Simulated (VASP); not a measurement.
Data:

```
TiC
1.0
    0.00000     2.11539     2.11539
    2.11539     0.00000     2.11539
    2.11539     2.11539     0.00000
Ti C
1 1
Direct
  0.00000   0.00000   0.00000
  0.50000   0.50000   0.50000
```

The numbers are results of rev-vdW-DF2, VASP's PBE PAW potentials (set 64) (plane waves; VASP), not measurements. Settings: 520 eV cut-off, 14×14×14 Γ-centred mesh, first-order Methfessel-Paxton smearing of 0.10 eV, potentials Ti_sv C.

Task: Give the stress tensor in GPa (positive for a compressed cell).

Result: 
```
17.90   0.00   0.00
 0.00  17.90   0.00
 0.00   0.00  17.90
```
The pressure is its mean diagonal, 17.90 GPa.

The compound is TiC in the rock salt structure. This cell is one point of a volume scan, at 0.94 of the reference volume.
